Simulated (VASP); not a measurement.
# LiCe3 (Pm-3m) in VASP: reference runs

Aim: a first look at LiCe3 with PBE, on the cell as given.

All numbers are computed with VASP 6.6.1; they aren't measurements. Logs are shortened: lines on timing, memory, paths and dates and some standing lists are left out, and cuts for length are marked.

## Step 1: The structure

Symmetry: Pm-3m, No. 221, cubic system. Conventional cell: a = 4.738 Å, b = 4.738 Å, c = 4.738 Å, α = 90.00°, β = 90.00°, γ = 90.00°. Ce (site symmetry 4/mmm) is surrounded by 8 Ce at 3.35 Å and 4 Li at 3.35 Å. Li (site symmetry m-3m) is surrounded by 12 Ce at 3.35 Å.

The cell comes from a database or a generator and needn't be the stable form of this composition.

## Step 2: Single point, PBE, collinear spin, ferromagnetic start

Contents of INCAR:

```
  ALGO = Normal
  EDIFF = 1E-7
  ENCUT = 520
  GGA = PE
  ISIF = 2
  ISMEAR = -1
  ISPIN = 2
  LASPH = T
  LCHARG = T
  LELF = T
  LMAXMIX = 6
  LORBIT = 11
  LREAL = F
  LVHAR = T
  LWAVE = F
  MAGMOM = 1 1 1 0
  NBANDS = 32
  NELM = 120
  PREC = Accurate
  SIGMA = 0.05
```

Contents of KPOINTS:

```
k-points
0
Gamma
  6 6 6
```

Contents of POSCAR:

```
LiCe3
1.0
    4.7378700000      0.0000000000      0.0000000000
    0.0000000000      4.7378700000      0.0000000000
    0.0000000000      0.0000000000      4.7378700000
Ce Li
3 1
Direct
    0.5000000000      0.0000000000      0.5000000000
    0.0000000000      0.5000000000      0.5000000000
    0.5000000000      0.5000000000      0.0000000000
    0.0000000000      0.0000000000      0.0000000000
```

Potentials or basis: VASP PAW PBE potentials, release 64 (Ce, Li_sv).

Launch:

```console
cat potpaw_PBE.64/Ce/POTCAR potpaw_PBE.64/Li_sv/POTCAR > POTCAR
mpirun -np 1 vasp_std > vasp.out
```

OUTCAR:

```text
EDIFF = 1E-7
   ENCUT = 520
   GGA = PE
   ISIF = 2
   ISMEAR = -1
   ISPIN = 2
   LASPH = T
   LORBIT = 11
   LREAL = F
   NELM = 120
   PREC = Accurate

 ion  position               nearest neighbor table
   1  0.500  0.000  0.500-
   2  0.000  0.500  0.500-
   3  0.500  0.500  0.000-
   4  0.000  0.000  0.000-

  LATTYP: Found a simple cubic cell.
 ALAT       =     4.7378700000

  Lattice vectors:

 A1 = (   4.7378700000,   0.0000000000,   0.0000000000)
 A2 = (   0.0000000000,   4.7378700000,   0.0000000000)
 A3 = (   0.0000000000,   0.0000000000,   4.7378700000)

Analysis of symmetry for initial positions (statically):
=====================================================================
 Subroutine PRICEL returns:
 Original cell was already a primitive cell.

 Routine SETGRP: Setting up the symmetry group for a
 simple cubic supercell.

 Subroutine GETGRP returns: Found 48 space group operations
 (whereof 48 operations were pure point group operations)
 out of a pool of 48 trial point group operations.

The static configuration has the point symmetry O_h .

Analysis of symmetry for dynamics (positions and initial velocities):
=====================================================================
 Subroutine PRICEL returns:
 Original cell was already a primitive cell.

 Routine SETGRP: Setting up the symmetry group for a
 simple cubic supercell.

 Subroutine GETGRP returns: Found 48 space group operations
 (whereof 48 operations were pure point group operations)
 out of a pool of 48 trial point group operations.

The dynamic configuration has the point symmetry O_h .

Analysis of structural, dynamic, and magnetic symmetry:
=====================================================================
 Subroutine PRICEL returns:
 Original cell was already a primitive cell.

 Routine SETGRP: Setting up the symmetry group for a
 simple cubic supercell.

 Subroutine GETGRP returns: Found 48 space group operations
 (whereof 48 operations were pure point group operations)
 out of a pool of 48 trial point group operations.

The overall configuration has the point symmetry O_h .

 Subroutine INISYM returns: Found 48 space group operations
 (whereof 48 operations are pure point group operations),
 and found     1 'primitive' translations

----------------------------------------------------------------------------------------

                                     Primitive cell

  volume of cell :     106.3529

  direct lattice vectors                    reciprocal lattice vectors
     4.737870000  0.000000000  0.000000000     0.211065310  0.000000000  0.000000000
     0.000000000  4.737870000  0.000000000     0.000000000  0.211065310  0.000000000
     0.000000000  0.000000000  4.737870000     0.000000000  0.000000000  0.211065310

  length of vectors
     4.737870000  4.737870000  4.737870000     0.211065310  0.211065310  0.211065310

  position of ions in fractional coordinates (direct lattice)
     0.500000000  0.000000000  0.500000000
     0.000000000  0.500000000  0.500000000
     0.500000000  0.500000000  0.000000000
     0.000000000  0.000000000  0.000000000

  ion indices of the primitive-cell ions
   primitive index   ion index
                 1           1
                 2           2
                 3           3
                 4           4

----------------------------------------------------------------------------------------

 KPOINTS: k-points

Automatic generation of k-mesh.
 Grid dimensions read from file:
 generate k-points for:    6    6    6

 Generating k-lattice:

  Cartesian coordinates                     Fractional coordinates (reciprocal lattice)
     0.035177552  0.000000000  0.000000000     0.166666667  0.000000000  0.000000000
     0.000000000  0.035177552  0.000000000     0.000000000  0.166666667  0.000000000
     0.000000000  0.000000000  0.035177552     0.000000000  0.000000000  0.166666667

  Length of vectors
     0.035177552  0.035177552  0.035177552

  Shift w.r.t. Gamma in fractional coordinates (k-lattice)
     0.000000000  0.000000000  0.000000000

 Subroutine IBZKPT returns following result:
 ===========================================

 Found     20 irreducible k-points:

 Following reciprocal coordinates:
            Coordinates               Weight
  0.000000  0.000000  0.000000      1.000000
  0.166667  0.000000  0.000000      6.000000
  0.333333  0.000000  0.000000      6.000000
  0.500000  0.000000  0.000000      3.000000
  0.166667  0.166667  0.000000     12.000000
  0.333333  0.166667  0.000000     24.000000
[... 12 lines left out ...]
  0.500000  0.500000  0.333333      6.000000
  0.500000  0.500000  0.500000      1.000000
   k-points           NKPTS =     20   k-points in BZ     NKDIM =     20   number of bands    NBANDS=     32
   number of dos      NEDOS =    301   number of ions     NIONS =      4
   total plane-waves  NPLWV =  46656
   dimension x,y,z NGX =    36 NGY =   36 NGZ =   36
   dimension x,y,z NGXF=    72 NGYF=   72 NGZF=   72
   ions per type =               3   1
   NGX,Y,Z   is equivalent  to a cutoff of  12.63, 12.63, 12.63 a.u.
   NGXF,Y,Z  is equivalent  to a cutoff of  25.26, 25.26, 25.26 a.u.
 SYSTEM =  unknown system
   PREC   = accura    normal or accurate (medium, high low for compatibility)
   ISTART =      0    job   : 0-new  1-cont  2-samecut
   ICHARG =      2    charge: 1-file 2-atom 10-const
   ISPIN  =      2    spin polarized calculation?
   LNONCOLLINEAR =      F non collinear calculations
   LSORBIT =      F    spin-orbit coupling
   LASPH  =      T    aspherical Exc in radial PAW
   ENCUT  =  520.0 eV  38.22 Ry    6.18 a.u.   8.81  8.81  8.81*2*pi/ulx,y,z
   NELM   =    120;   NELMIN=  2; NELMDL= -5     # of ELM steps
   EDIFF  = 0.1E-06   stopping-criterion for ELM
   LREAL  =      F    real-space projection
   EDIFFG = 0.1E-05   stopping-criterion for IOM
   NSW    =      0    number of steps for IOM
   IBRION =     -1    ionic relax: 0-MD 1-quasi-New 2-CG
   NFREE  =      0    steps in history (QN), initial steepest desc. (CG)
   ISIF   =      2    stress and relaxation
   ISYM   =      2    0-nonsym 1-usesym 2-fastsym
   POTIM  = 0.5000    time-step for ionic-motion
   TEBEG  =    0.0;   TEEND  =   0.0 temperature during run
   PSTRESS=    0.0 pullay stress
   NELECT =      39.0000    total number of electrons
   NUPDOWN=      -1.0000    fix difference up-down
   EMIN   =  10.00;   EMAX   =-10.00  energy-range for DOS
   EFERMI =   0.00;   METHOD = LEGACY
   ISMEAR =    -1;   SIGMA  =   0.05  broadening in eV -4-tet -1-fermi 0-gaus
   EFERMI_NEDOS =   21; number of points for ismear=-14 and -15
   IALGO  =     38    algorithm
   IMIX   =      4    mixing-type and parameters
     AMIX     =   0.40;   BMIX     =  1.00
     AMIX_MAG =   1.60;   BMIX_MAG =  1.00
  volume/ion in A,a.u.               =      26.59       179.43
  Fermi-wavevector in a.u.,A,eV,Ry     =   1.171781  2.214346 18.681770  1.373071
  Thomas-Fermi vector in A             =   2.308220
   LORBIT       =     11    0 simple, 1 ext, 2 COOP (PROOUT), +10 PAW based schemes
   GGA     = PE    functional components
   LHFCALC =     F    Hartree Fock is set to
   AEXX    =    0.0000 exact exchange contribution
   IVDW    =     0    specifies the selected vdW correction
   LEPSILON=     F    determine dielectric tensor
   LRPA    =     F    only Hartree local field effects (RPA)
 spin polarized calculation
  energy-cutoff  :      520.00
  volume of cell :      106.35
 maximum number of plane-waves:      2897
 NGX is ok and might be reduce to    36
   NGX = 17   NGY = 17   NGZ = 17

 number of electron      38.9999993 magnetization       2.5602697

 Free energy of the ion-electron system (eV)
  ---------------------------------------------------
  ext. energy  EPLUGINS =         0.00000000
  ---------------------------------------------------
  free energy    TOTEN  =       -18.67634046 eV

  energy without entropy =      -18.56990211  energy(sigma->0) =      -18.62312129

 E-fermi :   6.8802     XC(G=0): -10.1979

 val. band max:        6.8782789584   @ k =   0.5000   0.5000   0.0000
 cond. band min:       6.8811114356   @ k =   0.3333   0.3333   0.3333
 fundamental gap:      0.0028324772
 Fermi energy:         6.8802297160

 spin component 1

 k-point     1 :       0.0000    0.0000    0.0000
  band No.  band energies     occupation
      1     -38.4852      1.00000
      2     -27.8973      1.00000
      3     -27.3874      1.00000
      4     -27.3874      1.00000
      5     -11.3677      1.00000
      6     -11.3677      1.00000
[... 669 lines left out ...]
     30       7.4591      0.00001
     31       7.4591      0.00001
 Fermi energy:         6.8802297160

 spin component 2

 k-point     1 :       0.0000    0.0000    0.0000
  band No.  band energies     occupation
      1     -38.4873      1.00000
      2     -27.5558      1.00000
      3     -27.0413      1.00000
      4     -27.0413      1.00000
      5     -11.0755      1.00000
      6     -11.0755      1.00000
[... 669 lines left out ...]
     30       7.9226      0.00000
     31       7.9226      0.00000
 [bands above 31 left out]

------------------------ aborting loop because EDIFF is reached ----------------------------------------

  FORCE on cell =-STRESS in cart. coord.  units (eV):
  Direction    XX          YY          ZZ          XY          YZ          ZX
  --------------------------------------------------------------------------------------
  -------------------------------------------------------------------------------------
  Total       -0.0542453     -0.0542453     -0.0542453      0.0000000     -0.0000000      0.0000000
  in kB       -0.8171907     -0.8171907     -0.8171907      0.0000000     -0.0000000      0.0000000
  external PRESSURE =      -0.8171907 kB  Pullay stress =       0.0000000 kB

 VOLUME and BASIS-vectors are now :
 -----------------------------------------------------------------------------
  energy-cutoff  :      520.00
  volume of cell :      106.35
      direct lattice vectors                 reciprocal lattice vectors
     4.737870000  0.000000000  0.000000000     0.211065310  0.000000000  0.000000000
     0.000000000  4.737870000  0.000000000     0.000000000  0.211065310  0.000000000
     0.000000000  0.000000000  4.737870000     0.000000000  0.000000000  0.211065310

 POSITION                                       TOTAL-FORCE (eV/Angst)
 -----------------------------------------------------------------------------------
      2.36894      0.00000      2.36894         0.000000      0.000000      0.000000
      0.00000      2.36894      2.36894         0.000000      0.000000      0.000000
      2.36894      2.36894      0.00000         0.000000      0.000000      0.000000
      0.00000      0.00000      0.00000         0.000000      0.000000      0.000000
 -----------------------------------------------------------------------------------
    total drift:                                0.000000      0.000000      0.000000

  FREE ENERGIE OF THE ION-ELECTRON SYSTEM (eV)
  ---------------------------------------------------
  free  energy   TOTEN  =       -18.6763404648 eV

  energy  without entropy=      -18.5699021149  energy(sigma->0) =      -18.62312129

 total charge

# of ion       s       p       d       f       tot
--------------------------------------------------
    1        2.092   5.582   1.140   0.996   9.810
    2        2.092   5.582   1.140   0.996   9.810
    3        2.092   5.582   1.140   0.996   9.810
    4        2.047   0.058   0.000   0.000   2.106
--------------------------------------------------
tot          8.323  16.804   3.421   2.987  31.536

 magnetization (x)

# of ion       s       p       d       f       tot
--------------------------------------------------
    1        0.003   0.002   0.085   0.632   0.722
    2        0.003   0.002   0.085   0.632   0.722
    3        0.003   0.002   0.085   0.632   0.722
    4       -0.000  -0.000   0.000   0.000  -0.001
--------------------------------------------------
tot          0.010   0.005   0.254   1.896   2.164
```

Run time: 4.8 min. Hardware: 1 thread of Intel Xeon Platinum 8488C (Sapphire Rapids), shared host; peak memory 0.29 GiB.

What came out:

```
Free energy                                           : -18.6763 eV
Band gap on the k mesh                                : none (metal or under the smearing width)
Net moment                                            : 2.56 μB per cell
Site moments                                          : Ce +0.72; Li -0.00 μB
Valence electrons inside the program's atomic spheres : Ce 9.81; Li 2.11
```

Caveat: the cutoff is under 1.25 times the usual one of these potentials, so pressure, stress and relaxed cells hold a basis-set (Pulay) error; the magnetic or orbital state may not be the lowest; spin-orbit coupling is left out, which moves the levels of the heavy elements; without U or exact exchange the open f shell lies at the Fermi level, which spoils levels, moments and volumes. The state reached can hang on the start; a lower one may exist.
